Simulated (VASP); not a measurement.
These are PBEsol GGA, VASP's PBE PAW potentials (set 64) (plane waves; VASP 6.6.1) values and carry that method's errors.

Input for VASP

**KPOINTS**
```
kpoints
0
gamma
6 6 6
0 0 0
```

**INCAR**
```
SYSTEM=SrTe
PREC=Accurate; ENCUT=300; LREAL=.False.
LASPH=.True.
EDIFF=1E-6; NELM=100; ALGO=Normal
LMAXMIX=4
ISMEAR=-1; SIGMA=0.01
GGA=PS
ISIF=2
LWAVE=.False.; LCHARG=.False.
```

POSCAR:
```
SrTe
1
    0.0000000000     3.3300000000     3.3300000000
    3.3300000000     0.0000000000     3.3300000000
    3.3300000000     3.3300000000     0.0000000000
Sr Te
1 1
Direct
  0.0000000000   0.0000000000   0.0000000000
  0.5000000000   0.5000000000   0.5000000000
```

**KPOINTS_OPT**
```
k-points along high-symmetry lines
10
Line-mode
Reciprocal
  0.000000   0.000000   0.000000 ! GAMMA
  0.500000   0.000000   0.500000 ! X

  0.500000   0.000000   0.500000 ! X
  0.625000   0.250000   0.625000 ! U

  0.375000   0.375000   0.750000 ! K
  0.000000   0.000000   0.000000 ! GAMMA

  0.000000   0.000000   0.000000 ! GAMMA
  0.500000   0.500000   0.500000 ! L

  0.500000   0.500000   0.500000 ! L
  0.500000   0.250000   0.750000 ! W

  0.500000   0.250000   0.750000 ! W
  0.500000   0.000000   0.500000 ! X
```

POTCAR, in this order: Sr_sv Te (PBE.64 set). Program: vasp_std.

Unless said otherwise, spin-orbit coupling is left out, though it shifts the bands of the heavy elements here.

### Question
Estimate the energy per atom (σ→0), band gap (over mesh and band path).

### Answer

- energy per atom (σ→0) = -426.0 kJ/mol of atoms
- band gap (over mesh and band path) = 1.61 eV

File OSZICAR:
```
...
DAV:  10    -0.883091932039E+01   -0.82516E-04   -0.82758E-05   508   0.633E-02    0.176E-02
DAV:  11    -0.883093134401E+01   -0.12024E-04   -0.11049E-05   480   0.245E-02    0.196E-02
DAV:  12    -0.883093102911E+01    0.31490E-06   -0.66031E-07   364   0.446E-03
   1 F= -.88309310E+01 E0= -.88309310E+01  d E =-.239478E-12
       N       E                     dE             ncg
       N       E                     dE             ncg
       N       E                     dE             ncg
       N       E                     dE             ncg
```

The structure is a typed SrTe crystal (Fm-3m). The cell was not relaxed at this level.
